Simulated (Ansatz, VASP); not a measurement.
One calculation of InW3, two programs

The input INCAR:

```
PREC = Accurate
ENCUT = 600
EDIFF = 1E-6
ISMEAR = 0
SIGMA = 0.1
LREAL = False
LASPH = True
NELM = 60
ALGO = Normal
ISIF = 3
LWAVE = False
LCHARG = False
GGA = PE
IBRION = 2
NSW = 90
EDIFFG = -0.04
```

KPOINTS

```
regular mesh
0
Gamma
  4 4 4
```

File POSCAR:

```
InW3
1.0
    4.1335137347      0.0000000000      0.0000000000
    0.0000000000      4.1335137347      0.0000000000
    0.0000000000      0.0000000000      4.1335137347
In W
1 3
Direct
    0.0000000000      0.0000000000      0.0000000000
    0.0000000000      0.5000000000      0.5000000000
    0.5000000000      0.0000000000      0.5000000000
    0.5000000000      0.5000000000      0.0000000000
```

Input for Ansatz:

```yaml
crystal:
  lattice:
    - [4.1335137347, 0.0, 0.0]
    - [0.0, 4.1335137347, 0.0]
    - [0.0, 0.0, 4.1335137347]
  atoms:
    - { symbol: In, position: [0.0, 0.0, 0.0] }
    - { symbol: W, position: [0.0, 0.5, 0.5] }
    - { symbol: W, position: [0.5, 0.0, 0.5] }
    - { symbol: W, position: [0.5, 0.5, 0.0] }
basis:
  ecutwfc: 420
kpoints:
  mp_grid: { grid: [4, 4, 4] }
hamiltonian:
  xc: pbe
scf:
  occupations: { method: gaussian, width: 0.1 }
  lower_state_search: "off"
output:
  forces: true
  stress: true
  eigenvalues: true
relax:
  adjacent_minimum: "off"
  f_tol: 0.04
  max_steps: 70
  cell: { stress_tol: 0.4 }
```

Alike in both runs: task relaxation of cell and atoms; functional PBE; k mesh 4 × 4 × 4; occupations gaussian, width 0.1 eV; no spin polarisation.

|  | VASP | Ansatz |
| --- | --- | --- |
| version | VASP 6.6.1 | Ansatz 0.2.0 |
| potentials or method | VASP PAW PBE potentials, release 64 (In_d, W_sv) | scalar-relativistic, plane waves, PAW |
| plane-wave cutoff (eV) | 600 | 420 |
| valence electrons in the cell | 55 | 55 |

VASP gave:

| Property | Result |
| --- | --- |
| gap on the k mesh at the Fermi level, each at its own relaxed structure (eV) | none |
| relaxed volume (Å³/atom) | 17.04 |
| relaxed cell length with the largest relative difference (Å) | 4.085 |
| energy change over the relaxation (meV/atom) | -16 |

Q: Estimate Ansatz's values.

A: gap on the k mesh at the Fermi level, each at its own relaxed structure (eV): none; relaxed volume (Å³/atom): 16.99; relaxed cell length with the largest relative difference (Å): 4.081; energy change over the relaxation (meV/atom): -17.

A gap of «none» marks a metal or a gap that the smearing closes.

Caveats: the k mesh is coarse (spacing up to 0.38 Å⁻¹), so the values aren't converged. Spin-orbit coupling is left out, which matters for the levels of W.
